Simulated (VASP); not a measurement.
**FeC23 (a cell with a defect): relaxation of the atoms with PBEsol+U**

FeC23 (a cell with a defect):

```
Fe C
1.0
     0.00000    5.35032    5.35032
     3.56688    0.00000    3.56688
     3.56688    3.56688    0.00000
Fe C
1 23
Direct
  0.00159 0.99279 0.99050
  0.00252 0.99328 0.51088
  0.00784 0.49579 0.99676
  0.00061 0.50217 0.50467
  0.33189 0.00522 0.00376
  0.33474 0.00894 0.49134
  0.33306 0.50097 0.98921
  0.34401 0.50238 0.48474
  0.65563 0.00435 0.00831
  0.67168 0.99569 0.50306
  0.66077 0.50968 0.00045
  0.66543 0.49402 0.50093
  0.09753 0.10607 0.12790
  0.08786 0.12470 0.61832
  0.08132 0.61896 0.12637
  0.07598 0.63153 0.62634
  0.40965 0.13634 0.12356
  0.41031 0.13298 0.62247
  0.41437 0.63143 0.12109
  0.42239 0.61528 0.62651
  0.74336 0.13893 0.11681
  0.75046 0.13143 0.62955
  0.74158 0.62584 0.13348
  0.74537 0.63155 0.62631
```

The cell isn't the ideal one: atoms moved at random, drawn with an rms of 0.05 Å.

```yaml
Program: VASP 6.6.1
Task: relaxation of the atoms
Functional: PBEsol
Potentials_or_basis: VASP PAW PBE potentials, release 64 (Fe, C)
Cutoff: 450 eV
k_mesh: 3 × 4 × 4
Occupations: gaussian, width 0.03 eV
Spin: collinear spin, ferromagnetic start
Starting_moments: "[4.0, 0.0, 0.0, 0.0, 0.0, 0.0, 0.0, 0.0, 0.0, 0.0, 0.0, 0.0, 0.0, 0.0, 0.0, 0.0, 0.0, 0.0, 0.0, 0.0, 0.0, 0.0, 0.0, 0.0] μB"
Fixed_moment: 4 μB
Hubbard_terms: Fe d U = 4 eV
Dq: 0
Further_INCAR_settings: LREAL = Auto; ALGO = Normal; EDIFF = 1e-05; ISYM = 0; IBRION = 2; EDIFFG = -0.03; NSW = 60
```

- Energy gained by relaxing: 221.0 meV/atom
- Ionic steps: 19
- Largest force after relaxing: 0.018 eV/Å
- Net moment: 4.00 μB per cell
- Site moments: Fe +3.09; C +0.02, +0.01, -0.00, +0.00, +0.04, +0.05, +0.13 μB
- Valence electrons inside the program's atomic spheres: Fe 8.50; C 2.59, 2.57, 2.63, 2.58, 2.62, 2.69, 2.67, 2.70, 2.55

Forces in eV/Å, atoms in the order of the input:
```
Fe  -0.001 -0.003  0.017
C    0.004  0.006 -0.003
C   -0.005  0.001  0.000
C   -0.003  0.001  0.009
C    0.009  0.002  0.003
C   -0.007 -0.005 -0.004
C   -0.003 -0.002  0.002
C    0.004  0.007  0.013
C    0.002 -0.002 -0.005
C    0.000 -0.002  0.004
C    0.004 -0.002 -0.002
C   -0.004  0.007  0.000
C   -0.006 -0.007 -0.015
C   -0.003 -0.007  0.004
C    0.003  0.000  0.009
C    0.001 -0.004 -0.005
C   -0.008 -0.006 -0.005
C    0.006  0.000 -0.008
C    0.000 -0.005 -0.001
C   -0.001  0.004  0.001
C    0.005 -0.003 -0.006
C    0.000  0.008  0.003
C    0.006  0.004 -0.012
C   -0.004  0.007  0.002
```

The path:
```
step  energy change (eV)  largest force (eV/Å)  pressure (GPa)
   1              0.0000               13.2407           36.51
   2              5.4724                9.9694           37.86
   3             -4.7196                3.2243           26.79
   4             -4.7437                3.1251           26.91
   5             -4.7448                3.0896           26.81
   6             -4.6912                3.8064           27.74
   7             -5.1572                1.2233           26.65
   8             -5.2658                0.8176           26.47
   9             -5.2723                0.5362           26.46
  10             -5.2914                0.3851           26.37
  11             -5.2940                0.2191           26.37
  12             -5.3007                0.2017           26.38
  13             -5.3008                0.1835           26.38
  14             -5.3036                0.1114           26.40
  15             -5.3036                0.1085           26.39
  16             -5.3046                0.0771           26.35
  17             -5.3046                0.0712           26.35
  18             -5.3048                0.0316           26.36
  19             -5.3048                0.0178           26.37
```

Final structure:
```
Fe C
1.0
     0.00000    5.35032    5.35032
     3.56688    0.00000    3.56688
     3.56688    3.56688    0.00000
Fe C
1 23
Cartesian
  0.0216 5.2994 5.3028
  1.7791 1.7797 0.0098
  5.3460 3.5692 1.7872
  3.5597 1.7868 1.7927
  0.0216 1.7814 1.7886
  5.3129 3.5651 5.3847
  5.3124 5.3781 3.5718
  3.5731 3.5616 3.5687
  3.5608 7.1267 3.5676
  1.8274 5.3323 3.5384
  1.8274 3.5309 5.3400
  3.5659 5.3500 5.3579
  0.9842 0.9960 1.0036
  2.5397 2.5929 1.0263
  2.5383 1.0213 2.5980
  4.4550 2.6770 2.6842
  0.8340 2.6988 2.7056
  2.7047 4.4559 2.6544
  2.7048 2.6472 4.4630
  4.4482 4.4586 4.4657
  1.0773 4.2987 4.3067
  2.6792 6.2407 4.4693
  2.6791 4.4616 6.2490
  4.4668 6.2322 6.2397
```

Eigenvalues of the final occupation matrices:
| site | spin | trace | eigenvalues |
| --- | --- | --- | --- |
| site 1 d | 1 | 4.83 | 0.94 0.94 0.97 0.97 1.00 |
| site 1 d | 2 | 2.02 | 0.06 0.07 0.61 0.64 0.64 |

Run time: 36 min on 4 MPI ranks on Intel(R) Xeon(R) 6975P-C (Granite Rapids) (shared host), peak memory 0.46 GiB a rank.

Caveat: the k mesh is coarse (spacing up to 0.38 Å⁻¹), so the values aren't converged; the cutoff is under 1.25 times the usual one of these potentials, so pressure, stress and relaxed cells hold a basis-set (Pulay) error; the electronic state changed during the relaxation; the PAW data sets were made with another functional, which shifts forces and pressure a little; the total moment is fixed, so each spin has its own Fermi level; the U is typed as a test and isn't derived for this compound. The state reached can hang on the start; a lower one may exist.
